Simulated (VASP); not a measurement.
Method: LDA (Ceperley-Alder, Perdew-Zunger), VASP's LDA PAW potentials (set 64) (plane waves; VASP 6.6.1).

VASP ran on this input.

INCAR:
```
SIGMA = 0.01
ALGO = All
ENCUT = 520   ! plane-wave cut-off (eV)
LCHARG = .FALSE.
EDIFF = 1E-6   ! SCF stop (eV)
NELM = 200   ! most electronic steps
ISPIN = 2
LASPH = .TRUE.   ! aspherical one-centre terms
SYSTEM = In atom
LMAXMIX = 4   ! l cut-off of mixed one-centre charges
LREAL = .FALSE.   ! projection in real space or not
LWAVE = .FALSE.
NUPDOWN = 1
PREC = Normal
ISYM = 0
ISMEAR = 0   ! Gaussian
MAGMOM = 1
LORBIT = 10
```

**KPOINTS**
```
Automatic mesh
0
Gamma
1 1 1
0 0 0
```

**POSCAR**
```
In atom
13.0
  0.9230769231   0.0000000000   0.0000000000
  0.0000000000   0.9615384615   0.0000000000
  0.0000000000   0.0000000000   1.0000000000
In
1
Direct
  0.0000000000   0.0000000000   0.0000000000
```

POTCAR, in this order: In_d (LDA.64 set). Program: vasp_gam. Read from the step before: WAVECAR.

Output

### OUTCAR
```
 ion  position               nearest neighbor table
   1  0.000  0.000  0.000-
 Subroutine IBZKPT returns following result:
 Found      1 irreducible k-points:

 Following reciprocal coordinates:
            Coordinates               Weight
  0.000000  0.000000  0.000000      1.000000
   k-points           NKPTS =      1   k-points in BZ     NKDIM =      1   number of bands    NBANDS=     11
   number of dos      NEDOS =    301   number of ions     NIONS =      1
   total plane-waves  NPLWV = 392000
   dimension x,y,z NGX =    70 NGY =   70 NGZ =   80
   dimension x,y,z NGXF=   140 NGYF=  140 NGZF=  160
   ions per type =               1
   PREC   = normal    normal or accurate (medium, high low for compatibility)
   ISTART =      1    job   : 0-new  1-cont  2-samecut
   ICHARG =      0    charge: 1-file 2-atom 10-const
   ISPIN  =      2    spin polarized calculation?
   LNONCOLLINEAR =      F non collinear calculations
   LSORBIT =      F    spin-orbit coupling
   INIWAV =      1    electr: 0-lowe 1-rand  2-diag
   ENCUT  =  520.0 eV  38.22 Ry    6.18 a.u.  22.31 23.24 24.17*2*pi/ulx,y,z
   NELM   =    200;   NELMIN=  2; NELMDL=  0     # of ELM steps
   EDIFF  = 0.1E-05   stopping-criterion for ELM
   LREAL  =      F    real-space projection
   NLSPLINE    = F    spline interpolate recip. space projectors
   LMAXMIX     =    4 max onsite mixed and CHGCAR
   VOSKOWN=      0    Vosko Wilk Nusair interpolation
   EDIFFG = 0.1E-04   stopping-criterion for IOM
   NSW    =      0    number of steps for IOM
   NBLOCK =      1;   KBLOCK =      1    inner block; outer block
   IBRION =     -1    ionic relax: 0-MD 1-quasi-New 2-CG
   NFREE  =      0    steps in history (QN), initial steepest desc. (CG)
   ISIF   =      2    stress and relaxation
   ISYM   =      0    0-nonsym 1-usesym 2-fastsym
   TEIN   =    0.0    initial temperature
   TEBEG  =    0.0;   TEEND  =   0.0 temperature during run
   SMASS  =  -3.00    Nose mass-parameter (am)
   PSTRESS=    0.0 pullay stress
   NELECT =      13.0000    total number of electrons
...
```

**OSZICAR**
```
       N       E                     dE             d eps       ncg     rms           ort
SDA:   1    -0.128469841247E+00   -0.12847E+00    0.00000E+00    11   0.265E-06   0.000E+00
CGA:   2    -0.128469894429E+00   -0.53182E-07   -0.55580E-07    11   0.113E-06  -0.374E-07
   1 F= -.12846989E+00 E0= -.12564923E+00  d E =-.564132E-02  mag=     1.0000
```

File OUTCAR:
```
------------------------ aborting loop because EDIFF is reached ----------------------------------------
  FORCE on cell =-STRESS in cart. coord.  units (eV):
  Direction    XX          YY          ZZ          XY          YZ          ZX
  --------------------------------------------------------------------------------------
  Total       -0.0090908     -0.0098889     -0.0058130     -0.0001351      0.0003033      0.0002501
  in kB       -0.0074693     -0.0081250     -0.0047762     -0.0001110      0.0002492      0.0002055
  external PRESSURE =      -0.0067902 kB  Pullay stress =       0.0000000 kB
  volume of cell :     1950.00
      direct lattice vectors                 reciprocal lattice vectors
    12.000000000  0.000000000  0.000000000     0.083333333  0.000000000  0.000000000
     0.000000000 12.500000000  0.000000000     0.000000000  0.080000000  0.000000000
     0.000000000  0.000000000 13.000000000     0.000000000  0.000000000  0.076923077
 POSITION                                       TOTAL-FORCE (eV/Angst)
 -----------------------------------------------------------------------------------
      0.00000      0.00000      0.00000         0.000001      0.000001      0.000000
 -----------------------------------------------------------------------------------
    total drift:                                0.000001      0.000001      0.000000
  FREE ENERGIE OF THE ION-ELECTRON SYSTEM (eV)
  ---------------------------------------------------
  free  energy   TOTEN  =        -0.1284698944 eV

  energy  without entropy=       -0.1228285699  energy(sigma->0) =       -0.12564923

 total charge

# of ion       s       p       d       tot
------------------------------------------
    1        1.149   0.266   9.825  11.241

 magnetization (x)

# of ion       s       p       d       tot
------------------------------------------
    1       -0.003   0.266  -0.003   0.260
```
(Selected blocks of OUTCAR.)

OUTCAR:
```
 val. band max:       -2.7156194828   @ k =   0.0000   0.0000   0.0000

 cond. band min:      -2.7154137539   @ k =   0.0000   0.0000   0.0000


 Fermi energy:        -2.7155095149

 spin component 1

 k-point     1 :       0.0000    0.0000    0.0000
  band No.  band energies     occupation
      1     -18.6472      1.00000
      2     -18.6127      1.00000
      3     -18.6103      1.00000
      4     -18.5014      1.00000
      5     -18.5013      1.00000
      6      -8.4563      1.00000
      7      -2.7156      0.50571
      8      -2.7154      0.49429
      9      -2.6793      0.00000
     10      -0.3783      0.00000
     11       0.5557      0.00000

 Fermi energy:        -7.9261256369

 spin component 2

 k-point     1 :       0.0000    0.0000    0.0000
  band No.  band energies     occupation
      1     -18.6017      1.00000
      2     -18.5538      1.00000
      3     -18.5505      1.00000
      4     -18.4077      1.00000
      5     -18.4076      1.00000
      6      -8.0305      1.00000
      7      -2.3951      0.00000
      8      -2.1646      0.00000
      9      -2.1597      0.00000
     10      -0.2713      0.00000
     11       0.6550      0.00000
```

The atom may not be in its lowest state. Unless said otherwise, spin-orbit coupling is left out, though it shifts the bands of the heavy elements here.

The cell is a free atom in a box.
